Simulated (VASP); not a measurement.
Level of theory: Hartree-Fock, VASP's PBE PAW potentials (set 64) (plane waves; VASP).

A VASP calculation is set up with these files.

File KPOINTS:
```
Automatic mesh
0
Gamma
8 8 8
0 0 0
```

INCAR:
```
# general
SYSTEM   = NaF
PREC     = Accurate
ENCUT    = 520   # plane-wave cut-off (eV)
LREAL    = .False.
LASPH    = .True.
ISYM     = 3

# electronic loop
EDIFF    = 1E-6
NELM     = 60
ALGO     = Normal   # blocked Davidson

# smearing
ISMEAR   = 0   # Gaussian
SIGMA    = 0.05

# functional
GGA      = PE   # PBE
AGGAC    = 0.0
ALDAC    = 0.0
LHFCALC  = .True.
AEXX     = 1.0
HFRCUT   = -1
PRECFOCK = Fast

# ions
ISIF     = 2   # forces and stress, cell fixed

# output
LWAVE    = .False.
LCHARG   = .False.
```

### POSCAR
```
NaF
4.6920980
  0.0000000000   0.5000000131   0.5000000131
  0.5000000131   0.0000000000   0.5000000131
  0.5000000131   0.5000000131   0.0000000000
Na F
1 1
direct
  0.0000000000   0.0000000000   0.0000000000
  0.5000000000   0.5000000000   0.5000000000
```

**KPOINTS_OPT**
```
named points and PBE's band edges
7
Reciprocal
  0.000000   0.000000   0.000000 1 ! GAMMA
  0.500000   0.000000   0.500000 1 ! X
  0.500000   0.500000   0.500000 1 ! L
  0.500000   0.250000   0.750000 1 ! W
  0.375000   0.375000   0.750000 1 ! K
  0.625000   0.250000   0.625000 1 ! U
  0.035710   0.000000   0.035710 1 ! near an edge
```

POTCAR, in this order: Na_pv F (PBE.64 set). Program: vasp_std. Read from the step before: WAVECAR.

Output

**OSZICAR**
```
       N       E                     dE             d eps       ncg     rms          rms(c)
DAV:   1    -0.168604597902E+02   -0.16860E+02   -0.26347E+00   638   0.210E+01    0.812E-01
DAV:   2    -0.169673611126E+02   -0.10690E+00   -0.21726E-01   756   0.564E+00    0.749E-01
DAV:   3    -0.169459289452E+02    0.21432E-01   -0.14692E-02   662   0.205E+00    0.458E-01
DAV:   4    -0.169378669214E+02    0.80620E-02   -0.17022E-02   728   0.181E+00    0.301E-01
DAV:   5    -0.169377441530E+02    0.12277E-03   -0.74949E-03   728   0.999E-01    0.253E-01
DAV:   6    -0.169372229725E+02    0.52118E-03   -0.96074E-04   752   0.423E-01    0.169E-01
DAV:   7    -0.169367348715E+02    0.48810E-03   -0.54304E-04   716   0.417E-01    0.740E-02
DAV:   8    -0.169366930555E+02    0.41816E-04   -0.49370E-04   713   0.291E-01    0.195E-02
DAV:   9    -0.169367177327E+02   -0.24677E-04   -0.12202E-04   656   0.119E-01    0.180E-02
DAV:  10    -0.169367051578E+02    0.12575E-04   -0.33032E-06   671   0.621E-02    0.121E-02
DAV:  11    -0.169366982958E+02    0.68620E-05   -0.11373E-05   674   0.659E-02    0.398E-03
DAV:  12    -0.169366995816E+02   -0.12859E-05   -0.92259E-06   650   0.402E-02    0.451E-03
DAV:  13    -0.169367000508E+02   -0.46913E-06   -0.14143E-06   367   0.110E-02
   1 F= -.16936700E+02 E0= -.16936700E+02  d E =-.619792E-12
       N       E                     dE             ncg
```

OUTCAR:
```
------------------------ aborting loop because EDIFF is reached ----------------------------------------
  FORCE on cell =-STRESS in cart. coord.  units (eV):
  Direction    XX          YY          ZZ          XY          YZ          ZX
  --------------------------------------------------------------------------------------
  Total       -0.2483053     -0.2483053     -0.2483053      0.0000000      0.0000000      0.0000000
  in kB      -15.4047732    -15.4047732    -15.4047732      0.0000000      0.0000000      0.0000000
  external PRESSURE =     -15.4047732 kB  Pullay stress =       0.0000000 kB
  volume of cell :       25.83
      direct lattice vectors                 reciprocal lattice vectors
     0.000000000  2.346049062  2.346049062    -0.213124273  0.213124273  0.213124273
     2.346049062  0.000000000  2.346049062     0.213124273 -0.213124273  0.213124273
     2.346049062  2.346049062  0.000000000     0.213124273  0.213124273 -0.213124273
  FREE ENERGIE OF THE ION-ELECTRON SYSTEM (eV)
  ---------------------------------------------------
  free  energy   TOTEN  =       -16.9367000508 eV

  energy  without entropy=      -16.9367000508  energy(sigma->0) =      -16.93670005

  exchange ACFDT corr.  =         0.00000000  see jH, gK, PRB 81, 115126
```
(Selected blocks of OUTCAR.)

**OUTCAR**
```
 val. band max:       -9.6543882960   @ k =   0.0000   0.0000   0.0000

 cond. band min:       8.3570110439   @ k =   0.0000   0.0000   0.0000


 Fermi energy:        -9.4341564127

 k-point     1 :       0.0000    0.0000    0.0000
  band No.  band energies     occupation
      1     -34.8286      2.00000
      2     -34.1814      2.00000
      3     -34.1814      2.00000
      4     -34.1814      2.00000
      5      -9.6544      2.00000
      6      -9.6544      2.00000
      7      -9.6544      2.00000
      8       8.3570      0.00000
      9      21.6532      0.00000
     10      21.6532      0.00000
     11      21.6532      0.00000

 k-point     2 :       0.1250    0.0000    0.0000
  band No.  band energies     occupation
      1     -34.9340      2.00000
      2     -34.1823      2.00000
      3     -34.1823      2.00000
      4     -34.0519      2.00000
      5      -9.9183      2.00000
      6      -9.6961      2.00000
      7      -9.6961      2.00000
      8       8.9032      0.00000
      9      19.6448      0.00000
     10      21.9206      0.00000
     11      21.9206      0.00000

 k-point     3 :       0.2500    0.0000    0.0000
  band No.  band energies     occupation
      1     -35.1067      2.00000
      2     -34.1845      2.00000
      3     -34.1845      2.00000
      4     -33.8207      2.00000
      5     -10.5093      2.00000
      6      -9.7956      2.00000
      7      -9.7956      2.00000
      8      10.2902      0.00000
      9      17.5446      0.00000
     10      22.5118      0.00000
     11      22.5118      0.00000

 k-point     4 :       0.3750    0.0000    0.0000
  band No.  band energies     occupation
      1     -35.2312      2.00000
      2     -34.1866      2.00000
      3     -34.1866      2.00000
      4     -33.6369      2.00000
      5     -11.0475      2.00000
      6      -9.8935      2.00000
      7      -9.8934      2.00000
      8      11.9574      0.00000
      9      15.9555      0.00000
...
```

The compound is NaF in the rock salt structure. It was relaxed first.
